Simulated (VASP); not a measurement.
## Cs2AgBiBr6: the band gap, functional by functional

Aim: the gap of Cs2AgBiBr6 on one structure at many levels of theory. The starting structure is a measured crystal structure from the Crystallography Open Database. Cell and atoms stay as given. Meshes and data sets differ where the inputs say so.

Calculated with VASP 6.6.1; Kohn-Sham DFT with plane waves and PAW; 9 levels of theory, named at each step.

## 1. Set-up

The structure is cubic, space group Fm-3m (No. 225). The conventional cell has a = 11.232 Å, b = 11.232 Å, c = 11.232 Å, α = 90.00°, β = 90.00°, γ = 90.00°. Nearest to Bi lie 6 Br at 2.81 Å. Cs has 12 Br at 3.97 Å nearest. Ag has 6 Br at 2.80 Å nearest. Nearest to Br lie 1 Ag at 2.80 Å and 1 Bi at 2.81 Å and 4 Cs at 3.97 Å. Farther neighbours and most contacts between anions are not listed.

## 2. Bands with LDA

LDA, the lowest rung, knows the local density alone.

Input file INCAR:

```
SYSTEM = Cs2AgBiBr6
PREC = Accurate
ENCUT = 350
EDIFF = 1E-06
NELM = 100
ISMEAR = 0
SIGMA = 0.03
LREAL = .FALSE.
ALGO = Normal
GGA = CA
NBANDS = 67
LORBIT = 11
LWAVE = .FALSE.
LCHARG = .FALSE.
KPAR = 8
LASPH = .TRUE.
```

Input file POSCAR:

```
Cs2AgBiBr6
1.0
    0.0000000000      5.6161000000      5.6161000000
    5.6161000000      0.0000000000      5.6161000000
    5.6161000000      5.6161000000      0.0000000000
Bi Cs Ag Br
1 2 1 6
Direct
    0.0000000000      0.0000000000      0.0000000000
    0.7500000000      0.7500000000      0.7500000000
    0.2500000000      0.2500000000      0.2500000000
    0.5000000000      0.5000000000      0.5000000000
    0.7494500000      0.7494500000      0.2505500000
    0.2505500000      0.2505500000      0.7494500000
    0.7494500000      0.2505500000      0.2505500000
    0.7494500000      0.2505500000      0.7494500000
    0.2505500000      0.7494500000      0.7494500000
    0.2505500000      0.7494500000      0.2505500000
```

Input file KPOINTS:

```
Automatic mesh
0
Gamma
4 4 4
0 0 0
```

Input file KPOINTS_OPT:

```
Line mode
8
Line-mode
Reciprocal
  0.00000000   0.00000000   0.00000000 GAMMA
  0.50000000   0.00000000   0.50000000 X

  0.50000000   0.00000000   0.50000000 X
  0.50000000   0.25000000   0.75000000 W

  0.50000000   0.25000000   0.75000000 W
  0.37500000   0.37500000   0.75000000 K

  0.37500000   0.37500000   0.75000000 K
  0.00000000   0.00000000   0.00000000 GAMMA

  0.00000000   0.00000000   0.00000000 GAMMA
  0.50000000   0.50000000   0.50000000 L

  0.50000000   0.50000000   0.50000000 L
  0.62500000   0.25000000   0.62500000 U

  0.62500000   0.25000000   0.62500000 U
  0.50000000   0.25000000   0.75000000 W

  0.50000000   0.25000000   0.75000000 W
  0.50000000   0.50000000   0.50000000 L

  0.50000000   0.50000000   0.50000000 L
  0.37500000   0.37500000   0.75000000 K

  0.62500000   0.25000000   0.62500000 U
  0.50000000   0.00000000   0.50000000 X
```

Potentials, in the order of the species: Bi_d, Cs_sv, Ag and Br (LDA family, release 64).

Started as:

```bash
$ mpirun -np 8 vasp_std
```

What it wrote:

```text
[banner, memory and clock lines left out]
running    8 mpi-ranks, on    1 nodes
 distrk:  each k-point on    1 cores,    8 groups
 distr:  one band on    1 cores,    1 groups

 POSCAR found type information on POSCAR BiCsAgBr
 POSCAR found :  4 types and      10 ions
|                                                                             |
|           W    W    AA    RRRRR   N    N  II  N    N   GGGG   !!!           |
|           W    W   A  A   R    R  NN   N  II  NN   N  G    G  !!!           |
|           W    W  A    A  R    R  N N  N  II  N N  N  G       !!!           |
|           W WW W  AAAAAA  RRRRR   N  N N  II  N  N N  G  GGG   !            |
|           WW  WW  A    A  R   R   N   NN  II  N   NN  G    G                |
|           W    W  A    A  R    R  N    N  II  N    N   GGGG   !!!           |
|                                                                             |
|     For optimal performance we recommend to set                             |
|       NCORE = 2 up to number-of-cores-per-socket                            |
|     NCORE specifies how many cores store one orbital (NPAR=cpu/NCORE).      |
|     This setting can greatly improve the performance of VASP for DFT.       |
|     The default, NCORE=1 might be grossly inefficient on modern             |
|     multi-core architectures or massively parallel machines. Do your        |
|     Unfortunately you need to use the default for GW and RPA                |
|     calculations (for HF NCORE is supported but not extensively tested      |
|     yet).                                                                   |
|                                                                             |

 LDA part: xc-table for (Slater(with rela. corr.)+CA(PZ))
 , standard interpolation
 POSCAR, INCAR and KPOINTS ok, starting setup
 FFT: planning ... GRIDC
 FFT: planning ... GRID_SOFT
 FFT: planning ... GRID
 WAVECAR not read
 entering main loop
       N       E                     dE             d eps       ncg     rms          rms(c)
DAV:   1     0.553013982293E+03    0.55301E+03   -0.28994E+04  1112   0.830E+02
DAV:   2     0.217251060527E+02   -0.53129E+03   -0.50787E+03  1303   0.220E+02
DAV:   3    -0.339100305670E+02   -0.55635E+02   -0.55140E+02  1320   0.833E+01
DAV:   4    -0.354002072245E+02   -0.14902E+01   -0.14871E+01  1309   0.168E+01
DAV:   5    -0.354417853740E+02   -0.41578E-01   -0.41570E-01  1552   0.251E+00    0.821E+00
DAV:   6    -0.342709100499E+02    0.11709E+01   -0.15538E+00  1397   0.735E+00    0.555E+00
DAV:   7    -0.341821684226E+02    0.88742E-01   -0.93585E-01  1368   0.296E+00    0.241E+00
DAV:   8    -0.341693673457E+02    0.12801E-01   -0.79730E-02  1312   0.113E+00    0.630E-01
DAV:   9    -0.341680646054E+02    0.13027E-02   -0.64828E-03  1256   0.358E-01    0.112E-01
DAV:  10    -0.341681456547E+02   -0.81049E-04   -0.73904E-04  1376   0.880E-02    0.716E-02
DAV:  11    -0.341681733268E+02   -0.27672E-04   -0.11295E-04  1320   0.387E-02    0.124E-02
DAV:  12    -0.341681730511E+02    0.27564E-06   -0.10851E-05  1344   0.142E-02    0.716E-03
DAV:  13    -0.341681731567E+02   -0.10563E-06   -0.28020E-06  1264   0.511E-03
   1 F= -.34168173E+02 E0= -.34168173E+02  d E =-.153370E-11
 Start KPOINTS_OPT (optional k-point list driver)
k-point batch [1-8\80]
       N       E                     dE             ncg
DAV:   1    -0.115443040489E+03   -0.56039E+04     1096
DAV:   2    -0.433925003576E+04   -0.42238E+04     1301
DAV:   3    -0.477627093750E+04   -0.43702E+03     1280
DAV:   4    -0.478748608915E+04   -0.11215E+02     1280
DAV:   5    -0.478780067311E+04   -0.31458E+00     1517
DAV:   6    -0.478780758360E+04   -0.69105E-02     1336
DAV:   7    -0.478780800494E+04   -0.42134E-03     1632
DAV:   8    -0.478780800773E+04   -0.27976E-05     1136
DAV:   9    -0.478780800790E+04   -0.16870E-06      848
[...]
k-point batch [73-80\80]
       N       E                     dE             ncg
DAV:   1    -0.693406212177E+02   -0.10605E+05     1104
DAV:   2    -0.434031165708E+04   -0.42710E+04     1271
DAV:   3    -0.479028136062E+04   -0.44997E+03     1336
DAV:   4    -0.480204335329E+04   -0.11762E+02     1336
DAV:   5    -0.480234280382E+04   -0.29945E+00     1496
DAV:   6    -0.480235023120E+04   -0.74274E-02     1400
DAV:   7    -0.480235071568E+04   -0.48447E-03     1632
DAV:   8    -0.480235072077E+04   -0.50988E-05     1224
DAV:   9    -0.480235072089E+04   -0.11551E-06      984
```

Run time: 3 min. Hardware: 8 MPI ranks of AMD EPYC 7R43, shared host; peak memory 2.8 GiB; 23 min of CPU time.

Lines that name or quote the potential files are left out of all logs, and their timing lines are given in words.

From OUTCAR (step 2):

```text
ion  position               nearest neighbor table
   1  0.000  0.000  0.000-   5 2.81   6 2.81   7 2.81   8 2.81   9 2.81  10 2.81
   2  0.750  0.750  0.750-
   3  0.250  0.250  0.250-
   4  0.500  0.500  0.500-   5 2.80   6 2.80   7 2.80   8 2.80   9 2.80  10 2.80
   5  0.749  0.749  0.251-   4 2.80   1 2.81
   6  0.251  0.251  0.749-   4 2.80   1 2.81
   7  0.749  0.251  0.251-   4 2.80   1 2.81
   8  0.749  0.251  0.749-   4 2.80   1 2.81
   9  0.251  0.749  0.749-   4 2.80   1 2.81
  10  0.251  0.749  0.251-   4 2.80   1 2.81

  LATTYP: Found a face centered cubic cell.
 ALAT       =    11.2322000000

 Subroutine GETGRP returns: Found 48 space group operations
 (whereof 48 operations were pure point group operations)

The static configuration has the point symmetry O_h .

 Found      8 irreducible k-points:

   k-points           NKPTS =      8   k-points in BZ     NKDIM =      8   number of bands    NBANDS=     67

   dimension x,y,z NGX =    48 NGY =   48 NGZ =   48
   dimension x,y,z NGXF=    96 NGYF=   96 NGZF=   96

   ENCUT  =  350.0 eV  25.72 Ry    5.07 a.u.  12.12 12.12 12.12*2*pi/ulx,y,z

   NELECT =      86.0000    total number of electrons

 k-points in reciprocal lattice and weights: Automatic mesh
   0.00000000  0.00000000  0.00000000       0.016
   0.25000000  0.00000000  0.00000000       0.125
   0.50000000  0.00000000  0.00000000       0.062
   0.25000000  0.25000000  0.00000000       0.094
   0.50000000  0.25000000  0.00000000       0.375
  -0.25000000  0.25000000  0.00000000       0.188
   0.50000000  0.50000000  0.00000000       0.047
  -0.25000000  0.50000000  0.25000000       0.094

 average (electrostatic) potential at core
       1-109.8855       2 -47.9592       3 -47.9592       4 -76.5310       5 -69.6666
       6 -69.6666       7 -69.6666       8 -69.6666       9 -69.6666      10 -69.6666

 E-fermi :   1.4175

 k-point     1 :       0.0000    0.0000    0.0000
  band No.  band energies     occupation
    ...
     39       0.0985      2.00000
     40       0.0985      2.00000
     41       0.0985      2.00000
     42       0.5922      2.00000
     43       0.5922      2.00000
     44       3.4530      0.00000
     45       3.4530      0.00000
     46       3.4530      0.00000
     47       4.5632      0.00000
     48       5.5403      0.00000
    ...

 k-point     2 :       0.2500    0.0000    0.0000
  band No.  band energies     occupation
    ...
     39      -0.2150      2.00000
     40      -0.2150      2.00000
     41      -0.0051      2.00000
     42       0.2116      2.00000
     43       0.2116      2.00000
     44       2.9220      0.00000
     45       4.1783      0.00000
     46       4.1783      0.00000
     47       5.1411      0.00000
     48       5.9019      0.00000
    ...

 k-point     3 :       0.5000    0.0000    0.0000
  band No.  band energies     occupation
    ...
     39      -0.2160      2.00000
     40      -0.2160      2.00000
     41      -0.1172      2.00000
     42       0.0240      2.00000
     43       0.0240      2.00000
     44       2.3921      0.00000
     45       4.9150      0.00000
     46       4.9150      0.00000
     47       5.9262      0.00000
     48       6.0842      0.00000
    ...

  Total       -3.3643423     -3.3643423     -3.3643423     -0.0000000      0.0000000      0.0000000
  in kB      -15.2151508    -15.2151508    -15.2151508     -0.0000000      0.0000000      0.0000000
  external PRESSURE =     -15.2151508 kB  Pullay stress =       0.0000000 kB

  energy-cutoff  :      350.00
  volume of cell :      354.27
      direct lattice vectors                 reciprocal lattice vectors
     0.000000000  5.616100000  5.616100000    -0.089029754  0.089029754  0.089029754
     5.616100000  0.000000000  5.616100000     0.089029754 -0.089029754  0.089029754
     5.616100000  5.616100000  0.000000000     0.089029754  0.089029754 -0.089029754

 POSITION                                       TOTAL-FORCE (eV/Angst)
 -----------------------------------------------------------------------------------
      0.00000      0.00000      0.00000        -0.000000      0.000000     -0.000000
      8.42415      8.42415      8.42415        -0.000000     -0.000000     -0.000000
      2.80805      2.80805      2.80805        -0.000000      0.000000      0.000000
      5.61610      5.61610      5.61610        -0.000000      0.000000      0.000000
      5.61610      5.61610      8.41797        -0.000000      0.000000     -0.340932
      5.61610      5.61610      2.81423        -0.000000      0.000000      0.340932
      2.81423      5.61610      5.61610         0.340932      0.000000      0.000000
      5.61610      8.41797      5.61610        -0.000000     -0.340932      0.000000
      8.41797      5.61610      5.61610        -0.340932      0.000000      0.000000
      5.61610      2.81423      5.61610        -0.000000      0.340932      0.000000
 -----------------------------------------------------------------------------------
    total drift:                               -0.000000      0.000000     -0.000000

  FREE ENERGIE OF THE ION-ELECTRON SYSTEM (eV)
  ---------------------------------------------------
  free  energy   TOTEN  =       -34.1681731567 eV

  energy  without entropy=      -34.1681731567  energy(sigma->0) =      -34.16817316

 total charge
# of ion       s       p       d       tot
------------------------------------------
    1        1.649   0.981   9.984  12.614
    2        1.836   4.683   0.019   6.538
    3        1.836   4.683   0.019   6.538
    4        0.253   0.182   9.297   9.732
    5        1.614   3.220   0.013   4.847
    6        1.614   3.220   0.013   4.847
    7        1.614   3.220   0.013   4.847
    8        1.614   3.220   0.013   4.847
    9        1.614   3.220   0.013   4.847
   10        1.614   3.220   0.013   4.847
--------------------------------------------------
tot         15.258  29.847  19.398  64.503

[... 3 further parts left out ...]
```

Spin-orbit coupling is off here; with elements this heavy it can split and shift levels by tenths of an eV, and by up to about 1 eV where a band edge is a 6p state.

LDA gives a least gap of 1.109 eV, and a least direct gap of 2.208 eV.

## 3. Bands with PBE

PBE, the usual starting point, adds the gradient of the density.

INCAR, as its differences from that of step 2:

```diff
@@ -9,3 +9,3 @@
 ALGO = Normal
-GGA = CA
+GGA = PE
 NBANDS = 67
```

POSCAR is that of step 2.

KPOINTS is that of step 2.

KPOINTS_OPT is that of step 2.

PAW data sets: Bi_d, Cs_sv, Ag and Br (PBE family, release 64).

Started as:

```bash
$ mpirun -np 8 vasp_std
```

What it wrote:

```text
[banner, memory and clock lines left out]
running    8 mpi-ranks, on    1 nodes
[...]
[... a notice as in an earlier step ...]

 LDA part: xc-table for (Slater+PW92), standard interpolation
 POSCAR, INCAR and KPOINTS ok, starting setup
[...]
entering main loop
       N       E                     dE             d eps       ncg     rms          rms(c)
DAV:   1     0.565710191049E+03    0.56571E+03   -0.29079E+04  1112   0.831E+02
DAV:   2     0.270357280622E+02   -0.53867E+03   -0.51539E+03  1303   0.221E+02
DAV:   3    -0.292971134061E+02   -0.56333E+02   -0.55863E+02  1320   0.840E+01
DAV:   4    -0.307104182120E+02   -0.14133E+01   -0.14104E+01  1301   0.163E+01
[...]
DAV:  12    -0.294725109466E+02   -0.16260E-04   -0.22742E-05  1312   0.188E-02    0.115E-02
DAV:  13    -0.294725141868E+02   -0.32402E-05   -0.13055E-05  1232   0.986E-03    0.628E-03
DAV:  14    -0.294725138616E+02    0.32525E-06   -0.20709E-06  1040   0.516E-03
   1 F= -.29472514E+02 E0= -.29472514E+02  d E =-.486090E-24
 Start KPOINTS_OPT (optional k-point list driver)
k-point batch [1-8\80]
       N       E                     dE             ncg
DAV:   1     0.367899013020E+02   -0.54516E+04     1096
DAV:   2    -0.424655538506E+04   -0.42833E+04     1301
DAV:   3    -0.468801346846E+04   -0.44146E+03     1280
DAV:   4    -0.469893767036E+04   -0.10924E+02     1280
DAV:   5    -0.469923763122E+04   -0.29996E+00     1525
DAV:   6    -0.469924396231E+04   -0.63311E-02     1304
DAV:   7    -0.469924442773E+04   -0.46542E-03     1648
DAV:   8    -0.469924442936E+04   -0.16271E-05     1112
DAV:   9    -0.469924442940E+04   -0.45969E-07      856
[...]
k-point batch [73-80\80]
       N       E                     dE             ncg
DAV:   1     0.827998300765E+02   -0.10453E+05     1104
DAV:   2    -0.424692166166E+04   -0.43297E+04     1265
DAV:   3    -0.470084230331E+04   -0.45392E+03     1336
DAV:   4    -0.471229732581E+04   -0.11455E+02     1336
DAV:   5    -0.471258243314E+04   -0.28511E+00     1488
DAV:   6    -0.471258899126E+04   -0.65581E-02     1416
DAV:   7    -0.471258940447E+04   -0.41321E-03     1608
DAV:   8    -0.471258940663E+04   -0.21591E-05     1200
DAV:   9    -0.471258940674E+04   -0.10559E-06      960
```

The job ended after 3.2 min (8 MPI ranks; peak memory 3.5 GiB; 25 min of CPU time).

From OUTCAR (step 3):

```text
  Total        3.8226720      3.8226720      3.8226720      0.0000000      0.0000000     -0.0000000
  in kB       17.2879350     17.2879350     17.2879350      0.0000000      0.0000000     -0.0000000
  external PRESSURE =      17.2879350 kB  Pullay stress =       0.0000000 kB

 POSITION                                       TOTAL-FORCE (eV/Angst)
 -----------------------------------------------------------------------------------
      0.00000      0.00000      0.00000         0.000000      0.000000     -0.000000
      8.42415      8.42415      8.42415         0.000000      0.000000     -0.000000
      2.80805      2.80805      2.80805         0.000000      0.000000     -0.000000
      5.61610      5.61610      5.61610         0.000000      0.000000     -0.000000
      5.61610      5.61610      8.41797         0.000000      0.000000     -0.294830
      5.61610      5.61610      2.81423         0.000000      0.000000      0.294830
      2.81423      5.61610      5.61610         0.294830      0.000000     -0.000000
      5.61610      8.41797      5.61610         0.000000     -0.294830     -0.000000
      8.41797      5.61610      5.61610        -0.294830      0.000000     -0.000000
      5.61610      2.81423      5.61610         0.000000      0.294830     -0.000000
 -----------------------------------------------------------------------------------
    total drift:                               -0.000000      0.000000     -0.000000

  FREE ENERGIE OF THE ION-ELECTRON SYSTEM (eV)
  ---------------------------------------------------
  free  energy   TOTEN  =       -29.4725138616 eV

  energy  without entropy=      -29.4725138616  energy(sigma->0) =      -29.47251386

[... 2 parts as in an earlier step ...]

[... 1 further part left out ...]
[key lines of the parts left out:]
E-fermi :   1.6524
```

PBE gives a least gap of 1.265 eV, and a least direct gap of 2.344 eV. The least gap is +0.156 eV from that of LDA.

(Continued in part 2 of 3.)

[Lines on the potential files, build, host, timing and source positions are cut from VASP's logs without a mark.]

[Logs are printed without paths, hosts, clocks, repeated set-up lines and the standing remarks that a program may print on its own settings, such as how far it seeks lower states.]

[Hosts, paths, dates, database ids (printed as entryN), source tags and the programs' standing remarks are cut or masked in the printed files.]
